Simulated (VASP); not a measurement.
Input of a VASP 6.6.1 run:

File POSCAR:

```
CdSi4O
1.0
    0.0000000000      3.6017500000      3.6017500000
    3.6017500000      0.0000000000      3.6017500000
    3.6017500000      3.6017500000      0.0000000000
Cd Si O
1 4 1
Direct
    0.5000000000      0.5000000000      0.5000000000
    0.8767200000      0.8767200000      0.3698400000
    0.8767200000      0.3698400000      0.8767200000
    0.8767200000      0.8767200000      0.8767200000
    0.3698400000      0.8767200000      0.8767200000
    0.2500000000      0.2500000000      0.2500000000
```

File INCAR.step1:

```
  ALGO = Fast
  EDIFF = 1E-6
  ENCUT = 520
  GGA = PE
  ISIF = 2
  ISMEAR = -1
  LASPH = T
  LCHARG = T
  LREAL = F
  LWAVE = F
  NBANDS = 26
  NELM = 60
  PREC = Accurate
  SIGMA = 0.05
```

The input KPOINTS.step1:

```
k-points
0
Gamma
  5 5 5
```

The input INCAR.step2:

```
  ALGO = Fast
  EDIFF = 1E-6
  ENCUT = 520
  GGA = PE
  ICHARG = 11
  ISIF = 2
  ISMEAR = 0
  LASPH = T
  LCHARG = F
  LREAL = F
  LWAVE = F
  NBANDS = 26
  NELM = 60
  PREC = Accurate
  SIGMA = 0.05
```

KPOINTS.step2

```
path GXWKGLUWLK,UX
10
line-mode
reciprocal
 0.0000000000  0.0000000000  0.0000000000  G
 0.5000000000  0.0000000000  0.5000000000  X

 0.5000000000  0.0000000000  0.5000000000  X
 0.5000000000  0.2500000000  0.7500000000  W

 0.5000000000  0.2500000000  0.7500000000  W
 0.3750000000  0.3750000000  0.7500000000  K

 0.3750000000  0.3750000000  0.7500000000  K
 0.0000000000  0.0000000000  0.0000000000  G

 0.0000000000  0.0000000000  0.0000000000  G
 0.5000000000  0.5000000000  0.5000000000  L

 0.5000000000  0.5000000000  0.5000000000  L
 0.6250000000  0.2500000000  0.6250000000  U

 0.6250000000  0.2500000000  0.6250000000  U
 0.5000000000  0.2500000000  0.7500000000  W

 0.5000000000  0.2500000000  0.7500000000  W
 0.5000000000  0.5000000000  0.5000000000  L

 0.5000000000  0.5000000000  0.5000000000  L
 0.3750000000  0.3750000000  0.7500000000  K

 0.6250000000  0.2500000000  0.6250000000  U
 0.5000000000  0.0000000000  0.5000000000  X
```

Potentials or basis: VASP PAW PBE potentials, release 64 (Cd, Si, O).

Run with:

```sh
$ cat potpaw_PBE.64/Cd/POTCAR potpaw_PBE.64/Si/POTCAR potpaw_PBE.64/O/POTCAR > POTCAR
$ cp INCAR.step1 INCAR
$ cp KPOINTS.step1 KPOINTS
$ mpirun -np 1 vasp_std > vasp.out
$ cp INCAR.step2 INCAR
$ cp KPOINTS.step2 KPOINTS
$ mpirun -np 1 vasp_std > vasp.out
```

Task: Estimate the band gap along the path.

Result: None (metal or under the smearing width).

Levels at the corners of the path, in eV from the Fermi level:
| point | band 14 | band 15 | band 16 | band 17 | band 18 | band 19 | band 20 | band 21 |
| --- | --- | --- | --- | --- | --- | --- | --- | --- |
| Γ | -3.96 | -1.64 | -1.64 | -1.64 | -1.25 | -0.80 | -0.80 | 4.15 |
| X | -1.19 | -0.99 | 0.55 | 0.55 | 0.61 | 1.36 | 1.49 | 2.04 |
| X | -1.19 | -0.99 | 0.55 | 0.55 | 0.61 | 1.36 | 1.49 | 2.04 |
| W | -1.15 | -0.93 | -0.90 | -0.46 | 1.19 | 1.60 | 1.80 | 2.05 |
| W | -1.15 | -0.93 | -0.90 | -0.46 | 1.19 | 1.60 | 1.80 | 2.05 |
| K | -1.47 | -0.87 | -0.84 | -0.42 | 0.30 | 1.03 | 2.91 | 3.16 |
| K | -1.47 | -0.87 | -0.84 | -0.42 | 0.30 | 1.03 | 2.91 | 3.16 |
| Γ | -3.96 | -1.64 | -1.64 | -1.64 | -1.25 | -0.80 | -0.80 | 4.15 |
| Γ | -3.96 | -1.64 | -1.64 | -1.64 | -1.25 | -0.80 | -0.80 | 4.15 |
| L | -1.74 | -0.73 | -0.73 | 0.17 | 0.74 | 0.74 | 0.92 | 2.48 |
| L | -1.74 | -0.73 | -0.73 | 0.17 | 0.74 | 0.74 | 0.92 | 2.48 |
| U | -1.47 | -0.87 | -0.84 | -0.42 | 0.30 | 1.03 | 2.91 | 3.16 |
| U | -1.47 | -0.87 | -0.84 | -0.42 | 0.30 | 1.03 | 2.91 | 3.16 |
| W | -1.15 | -0.93 | -0.90 | -0.46 | 1.19 | 1.60 | 1.80 | 2.05 |
| W | -1.15 | -0.93 | -0.90 | -0.46 | 1.19 | 1.60 | 1.80 | 2.05 |
| L | -1.74 | -0.73 | -0.73 | 0.17 | 0.74 | 0.74 | 0.92 | 2.48 |
| L | -1.74 | -0.73 | -0.73 | 0.17 | 0.74 | 0.74 | 0.92 | 2.48 |
| K | -1.47 | -0.87 | -0.84 | -0.42 | 0.30 | 1.03 | 2.91 | 3.16 |
| U | -1.47 | -0.87 | -0.84 | -0.42 | 0.30 | 1.03 | 2.91 | 3.16 |
| X | -1.19 | -0.99 | 0.55 | 0.55 | 0.61 | 1.36 | 1.49 | 2.04 |

Caveat: the log is that of the step along the path at fixed density, whose energy, stress, charges and moments have no meaning.
